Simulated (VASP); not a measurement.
Data:

```yaml
crystal:
  lattice:
    - [4.60506, 0.00000, 0.00000]
    - [0.00000, 4.60506, 0.00000]
    - [0.00000, 0.00000, 4.60506]
  atoms:
    - { symbol: Li, position: [0.00000, 0.50000, 0.50000] }
    - { symbol: Li, position: [0.50000, 0.50000, 0.00000] }
    - { symbol: Li, position: [0.50000, 0.00000, 0.50000] }
    - { symbol: Ca, position: [0.00000, 0.00000, 0.00000] }
```

Method: PBE GGA, VASP's PBE PAW potentials (set 64) (plane waves; VASP). Settings: 400 eV cut-off, 10×10×10 Γ-centred mesh, Fermi-Dirac smearing of 0.10 eV, potentials Li_sv Ca_sv.

Q: Give the energies of bands 8 to 12 at the high-symmetry points, in eV from the Fermi level.

A: 
```json
[
 {"band": "8", "Γ": "-3.82", "X": "-2.58", "M": "-1.36", "R": "-0.03"},
 {"band": "9", "Γ": "0.90", "X": "-1.99", "M": "-1.16", "R": "-0.02"},
 {"band": "10", "Γ": "0.90", "X": "0.80", "M": "-0.59", "R": "-0.02"},
 {"band": "11", "Γ": "1.39", "X": "1.16", "M": "-0.59", "R": "-0.02"},
 {"band": "12", "Γ": "1.39", "X": "1.16", "M": "1.71", "R": "0.54"}
]
```

It has no gap at this level: it comes out as a metal or semimetal.

The structure was generated: Li3Ca was put into an ordered model structure, which need not be its known phase. The cell was not relaxed at this level. The electron count is odd and the run is not spin-polarised, which forces a metal.
